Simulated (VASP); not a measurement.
A run of VASP 6.6.1 is set up as follows.

INCAR

```
ALGO = Normal
EDIFF = 1E-7
ENCUT = 520
GGA = PS
ISIF = 2
ISMEAR = -1
LASPH = T
LCHARG = F
LDAU = T
LDAUJ = 0 0 0 0
LDAUL = -1 2 -1 -1
LDAUPRINT = 1
LDAUTYPE = 2
LDAUU = 0 4.77 0 0
LMAXMIX = 4
LREAL = F
LWAVE = F
NBANDS = 45
NELM = 150
PREC = Accurate
SIGMA = 0.1
```

KPOINTS

```
k-points
0
Gamma
  4 4 4
```

Contents of POSCAR:

```
CaCrP2O6
1.0
    2.5089830000      4.3456779800      0.0000000000
   -2.5089830000      4.3456779800      0.0000000000
    0.0000000000     -2.8971189800      5.6278881800
Ca Cr P O
1 1 2 6
Direct
    0.0000000000      0.0000000000      0.0000000000
    0.5000000000      0.5000000000      0.5000000000
    0.2432700000      0.2432700000      0.7298100000
    0.7567300000      0.7567300000      0.2701900000
    0.4889000000      0.9623000000      0.7329000000
    0.2817000000      0.4889000000      0.7329000000
    0.9623000000      0.2817000000      0.7329000000
    0.5111000000      0.0377000000      0.2671000000
    0.7183000000      0.5111000000      0.2671000000
    0.0377000000      0.7183000000      0.2671000000
```

Potentials or basis: VASP PAW PBE potentials, release 64 (Ca_sv, Cr_pv, P, O).

Command:

```console
$ cat potpaw_PBE.64/Ca_sv/POTCAR potpaw_PBE.64/Cr_pv/POTCAR potpaw_PBE.64/P/POTCAR potpaw_PBE.64/O/POTCAR > POTCAR
$ mpirun -np 1 vasp_std > vasp.out
```

Problem. Predict the largest force.

Solution. 14.774 eV/Å.

Problem. Estimate the pressure.

Solution. 52.7 GPa.

Problem. Estimate the band gap on the k mesh.

Solution. None (metal or under the smearing width).

Eigenvalues of the final occupation matrices:
```
    site  spin  trace               eigenvalues
site 2 d     1   2.22  0.06 0.06 0.69 0.71 0.71
site 2 d     2   2.22  0.06 0.06 0.69 0.71 0.71
```

Caveat: the k mesh is coarse (spacing up to 0.37 Å⁻¹), so the values aren't converged; a pressure of tens of GPa on the cell as given is suspect, and the run, the potentials or the cell itself is likely at fault; the PAW data sets were made with another functional, which shifts forces and pressure a little; the run has no spin polarisation, though such a crystal can be magnetic; U without spin polarisation on a metal has little footing. Spin polarisation is off, so any magnetic state and its effect on volume and gap are missing.
